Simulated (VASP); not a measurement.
Level of theory: LDA (Ceperley-Alder, Perdew-Zunger), VASP's LDA PAW potentials (set 64) (plane waves; VASP).

VASP ran on this input.

INCAR:
```
! general
SYSTEM   =  NaI
PREC     =  Accurate
ENCUT    =  400
LREAL    =  .FALSE.
LASPH    =  .TRUE.

! electronic loop
EDIFF    =  1E-7
NELM     =  100
ALGO     =  Normal   ! blocked Davidson
LMAXMIX  =  4   ! l cut-off of mixed one-centre charges

! smearing
ISMEAR   =  -5

! ions
ISIF     =  2

! output
LWAVE    =  .FALSE.
LCHARG   =  .TRUE.
LORBIT   =  11   ! lm-projected
NEDOS    =  601
```

**POSCAR**
```
NaI
1
    0.0000000000     3.1264603786     3.1264603786
    3.1264603786     0.0000000000     3.1264603786
    3.1264603786     3.1264603786     0.0000000000
Na I
1 1
Direct
  0.0000000000   0.0000000000   0.0000000000
  0.5000000000   0.5000000000   0.5000000000
```

### KPOINTS
```
Regular mesh
0
G
 8 8 8
```

POTCAR, in this order: Na_pv I (LDA.64 set). Program: vasp_std.

The run wrote:

### OUTCAR
```
 ion  position               nearest neighbor table
   1  0.000  0.000  0.000-   2 3.13   2 3.13   2 3.13   2 3.13   2 3.13   2 3.13
   2  0.500  0.500  0.500-   1 3.13   1 3.13   1 3.13   1 3.13   1 3.13   1 3.13
  LATTYP: Found a face centered cubic cell.
 ALAT       =     6.2529207572
 Subroutine PRICEL returns:
 Original cell was already a primitive cell.
 Subroutine GETGRP returns: Found 48 space group operations
The static configuration has the point symmetry O_h .
The dynamic configuration has the point symmetry O_h .
 Subroutine INISYM returns: Found 48 space group operations
 Subroutine IBZKPT returns following result:
 Found     29 irreducible k-points:

 Following reciprocal coordinates:
            Coordinates               Weight
  0.000000  0.000000  0.000000      1.000000
  0.125000  0.000000  0.000000      8.000000
  0.250000  0.000000  0.000000      8.000000
  0.375000  0.000000  0.000000      8.000000
  0.500000  0.000000  0.000000      4.000000
  0.125000  0.125000  0.000000      6.000000
  0.250000  0.125000  0.000000     24.000000
  0.375000  0.125000  0.000000     24.000000
  0.500000  0.125000  0.000000     24.000000
 -0.375000  0.125000  0.000000     24.000000
 -0.250000  0.125000  0.000000     24.000000
 -0.125000  0.125000  0.000000     12.000000
  0.250000  0.250000  0.000000      6.000000
  0.375000  0.250000  0.000000     24.000000
  0.500000  0.250000  0.000000     24.000000
 -0.375000  0.250000  0.000000     24.000000
 -0.250000  0.250000  0.000000     12.000000
  0.375000  0.375000  0.000000      6.000000
  0.500000  0.375000  0.000000     24.000000
 -0.375000  0.375000  0.000000     12.000000
  0.500000  0.500000  0.000000      3.000000
  0.375000  0.250000  0.125000     24.000000
  0.500000  0.250000  0.125000     48.000000
 -0.375000  0.250000  0.125000     24.000000
  0.500000  0.375000  0.125000     24.000000
 -0.375000  0.375000  0.125000     48.000000
 -0.250000  0.375000  0.125000     24.000000
 -0.375000  0.500000  0.125000     12.000000
 -0.250000  0.500000  0.250000      6.000000
   k-points           NKPTS =     29   k-points in BZ     NKDIM =     29   number of bands    NBANDS=     11
   number of dos      NEDOS =    601   number of ions     NIONS =      2
   total plane-waves  NPLWV =  27000
   dimension x,y,z NGX =    30 NGY =   30 NGZ =   30
   dimension x,y,z NGXF=    60 NGYF=   60 NGZF=   60
   ions per type =               1   1
   PREC   = accura    normal or accurate (medium, high low for compatibility)
   ISTART =      0    job   : 0-new  1-cont  2-samecut
   ICHARG =      2    charge: 1-file 2-atom 10-const
   ISPIN  =      1    spin polarized calculation?
   LNONCOLLINEAR =      F non collinear calculations
   LSORBIT =      F    spin-orbit coupling
   INIWAV =      1    electr: 0-lowe 1-rand  2-diag
   ENCUT  =  400.0 eV  29.40 Ry    5.42 a.u.   7.21  7.21  7.21*2*pi/ulx,y,z
   NELM   =    100;   NELMIN=  2; NELMDL= -5     # of ELM steps
   EDIFF  = 0.1E-06   stopping-criterion for ELM
   LREAL  =      F    real-space projection
   NLSPLINE    = F    spline interpolate recip. space projectors
   LMAXMIX     =    4 max onsite mixed and CHGCAR
   VOSKOWN=      0    Vosko Wilk Nusair interpolation
   EDIFFG = 0.1E-05   stopping-criterion for IOM
   NSW    =      0    number of steps for IOM
   NBLOCK =      1;   KBLOCK =      1    inner block; outer block
   IBRION =     -1    ionic relax: 0-MD 1-quasi-New 2-CG
   NFREE  =      0    steps in history (QN), initial steepest desc. (CG)
   ISIF   =      2    stress and relaxation
   ISYM   =      2    0-nonsym 1-usesym 2-fastsym
   TEIN   =    0.0    initial temperature
   TEBEG  =    0.0;   TEEND  =   0.0 temperature during run
   SMASS  =  -3.00    Nose mass-parameter (am)
...
```

File OSZICAR:
```
       N       E                     dE             d eps       ncg     rms          rms(c)
DAV:   1     0.662565588212E+02    0.66257E+02   -0.60415E+03   654   0.963E+02
DAV:   2    -0.118405093135E+01   -0.67441E+02   -0.64509E+02   719   0.210E+02
DAV:   3    -0.596129800283E+01   -0.47772E+01   -0.47562E+01   785   0.604E+01
DAV:   4    -0.607925921006E+01   -0.11796E+00   -0.11792E+00   750   0.101E+01
DAV:   5    -0.608276475832E+01   -0.35055E-02   -0.35055E-02   762   0.176E+00    0.178E+00
DAV:   6    -0.602940509051E+01    0.53360E-01   -0.63869E-02   722   0.196E+00    0.117E+00
DAV:   7    -0.601656726969E+01    0.12838E-01   -0.45861E-02   725   0.147E+00    0.476E-01
DAV:   8    -0.601619763022E+01    0.36964E-03   -0.24238E-03   695   0.511E-01    0.762E-02
DAV:   9    -0.601617661669E+01    0.21014E-04   -0.81093E-05   767   0.113E-01    0.334E-02
DAV:  10    -0.601617540331E+01    0.12134E-05   -0.17078E-05   876   0.614E-02    0.384E-03
DAV:  11    -0.601617530602E+01    0.97297E-07   -0.84921E-07   791   0.149E-02
   1 F= -.60161753E+01 E0= -.60161753E+01  d E =0.000000E+00
```

### OUTCAR
```
------------------------ aborting loop because EDIFF is reached ----------------------------------------
  FORCE on cell =-STRESS in cart. coord.  units (eV):
  Direction    XX          YY          ZZ          XY          YZ          ZX
  --------------------------------------------------------------------------------------
  Total       -0.0029687     -0.0029687     -0.0029687      0.0000000      0.0000000      0.0000000
  in kB       -0.0778199     -0.0778199     -0.0778199      0.0000000      0.0000000      0.0000000
  external PRESSURE =      -0.0778199 kB  Pullay stress =       0.0000000 kB
  volume of cell :       61.12
      direct lattice vectors                 reciprocal lattice vectors
     0.000000000  3.126460379  3.126460379    -0.159925264  0.159925264  0.159925264
     3.126460379  0.000000000  3.126460379     0.159925264 -0.159925264  0.159925264
     3.126460379  3.126460379  0.000000000     0.159925264  0.159925264 -0.159925264
  FREE ENERGIE OF THE ION-ELECTRON SYSTEM (eV)
  ---------------------------------------------------
  free  energy   TOTEN  =        -6.0161753060 eV

  energy  without entropy=       -6.0161753060  energy(sigma->0) =       -6.01617531

 total charge

# of ion       s       p       d       tot
------------------------------------------
    1        0.053   5.979   0.000   6.032
    2        1.500   2.858   0.004   4.361
--------------------------------------------------
tot          1.552   8.837   0.004  10.393
```
(Selected blocks of OUTCAR.)

The compound is NaI in the rock salt structure. It was relaxed first, which changed the volume by -10 %.
